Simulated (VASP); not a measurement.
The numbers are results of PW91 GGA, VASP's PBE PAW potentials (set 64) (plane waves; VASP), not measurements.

VASP ran on this input.

File KPOINTS:
```
k-points along high-symmetry lines
10
Line-mode
Reciprocal
  0.000000   0.000000   0.000000 ! GAMMA
  0.000000   0.500000   0.000000 ! X

  0.000000   0.500000   0.000000 ! X
  0.500000   0.500000   0.000000 ! M

  0.500000   0.500000   0.000000 ! M
  0.000000   0.000000   0.000000 ! GAMMA

  0.000000   0.000000   0.000000 ! GAMMA
  0.000000   0.000000   0.500000 ! Z

  0.000000   0.000000   0.500000 ! Z
  0.000000   0.500000   0.500000 ! R

  0.000000   0.500000   0.500000 ! R
  0.500000   0.500000   0.500000 ! A

  0.500000   0.500000   0.500000 ! A
  0.000000   0.000000   0.500000 ! Z

  0.000000   0.500000   0.000000 ! X
  0.000000   0.500000   0.500000 ! R

  0.500000   0.500000   0.000000 ! M
  0.500000   0.500000   0.500000 ! A
```

### INCAR
```
SYSTEM  =  SnO
PREC  =  Accurate; ENCUT  =  520; LREAL  =  F
LASPH  =  T; ICHARG  =  11
EDIFF  =  1E-7; NELM  =  100; ALGO  =  Normal
LMAXMIX  =  4
ISMEAR  =  0; SIGMA  =  0.05
GGA  =  91
LWAVE  =  F; LCHARG  =  F; LORBIT  =  11
```

### POSCAR
```
SnO
1
    3.8681047331     0.0000000000     0.0000000000
    0.0000000000     3.8681047331     0.0000000000
    0.0000000000    -0.0000000000     5.0052727951
Sn O
2 2
Direct
  0.5000000000   0.0000000000   0.7680135449
  0.0000000000   0.5000000000   0.2319864551
  0.5000000000   0.5000000000   0.0000000000
  1.0000000000   1.0000000000   0.0000000000
```

POTCAR, in this order: Sn_d O (PBE.64 set). Program: vasp_std. Read from the step before: CHGCAR.

What VASP printed:

OSZICAR:
```
       N       E                     dE             d eps       ncg     rms          rms(c)
DAV:   1     0.387205735388E+03    0.38721E+03   -0.20747E+04  4368   0.251E+03
DAV:   2     0.313150575085E+02   -0.35589E+03   -0.34999E+03  4632   0.579E+02
DAV:   3    -0.204365450067E+02   -0.51752E+02   -0.50717E+02  5304   0.188E+02
DAV:   4    -0.224331414595E+02   -0.19966E+01   -0.19895E+01  4784   0.412E+01
DAV:   5    -0.224908868120E+02   -0.57745E-01   -0.57739E-01  5896   0.696E+00
DAV:   6    -0.224925211829E+02   -0.16344E-02   -0.16344E-02  5592   0.101E+00
DAV:   7    -0.224925861437E+02   -0.64961E-04   -0.64961E-04  6352   0.163E-01
DAV:   8    -0.224925874924E+02   -0.13487E-05   -0.13483E-05  5744   0.196E-02
DAV:   9    -0.224925875360E+02   -0.43598E-07   -0.44355E-07  4088   0.297E-03
   1 F= -.22492588E+02 E0= -.22492588E+02  d E =-.123373E-09
```

**OUTCAR**
```
 val. band max:        6.2094759645   @ k =   0.0556   0.0556   0.0000

 cond. band min:       6.6210000467   @ k =   0.5000   0.5000   0.0000



 k-point     1 :       0.0000    0.0000    0.0000
  band No.  band energies     occupation
      1     -15.5318      2.00000
      2     -15.1705      2.00000
      3     -15.1679      2.00000
      4     -15.1679      2.00000
      5     -15.1363      2.00000
      6     -15.1233      2.00000
      7     -15.0910      2.00000
      8     -15.0825      2.00000
      9     -15.0652      2.00000
     10     -15.0652      2.00000
     11     -13.4602      2.00000
     12     -11.0745      2.00000
     13      -1.1282      2.00000
     14      -0.0779      2.00000
     15       0.3765      2.00000
     16       0.3765      2.00000
     17       3.0428      2.00000
     18       3.3144      2.00000
     19       3.3144      2.00000
     20       6.2042      2.00000
     21       8.1637      0.00000
     22      10.3874      0.00000
     23      11.0241      0.00000
     24      11.0241      0.00000

 k-point     2 :       0.0000    0.0556    0.0000
  band No.  band energies     occupation
      1     -15.5301      2.00000
      2     -15.1699      2.00000
      3     -15.1674      2.00000
      4     -15.1674      2.00000
      5     -15.1366      2.00000
      6     -15.1224      2.00000
      7     -15.0914      2.00000
      8     -15.0910      2.00000
      9     -15.0656      2.00000
     10     -15.0649      2.00000
     11     -13.4372      2.00000
     12     -11.0886      2.00000
     13      -1.1400      2.00000
     14      -0.0750      2.00000
     15       0.3901      2.00000
     16       0.3958      2.00000
     17       2.9929      2.00000
     18       3.2879      2.00000
     19       3.2884      2.00000
     20       6.2076      2.00000
     21       8.2589      0.00000
     22      10.3211      0.00000
     23      10.8881      0.00000
     24      11.0422      0.00000

...
```

The density is held fixed in this step, so its total energy and stress have no physical meaning. Without a dispersion term in the relaxation, distances and binding between the weakly bound layers, chains or molecules are unreliable, and so is what depends on them. Unless said otherwise, spin-orbit coupling is left out, though it shifts the bands of the heavy elements here.

The compound is SnO in the litharge structure. It was relaxed first, which changed the volume by +7 %.
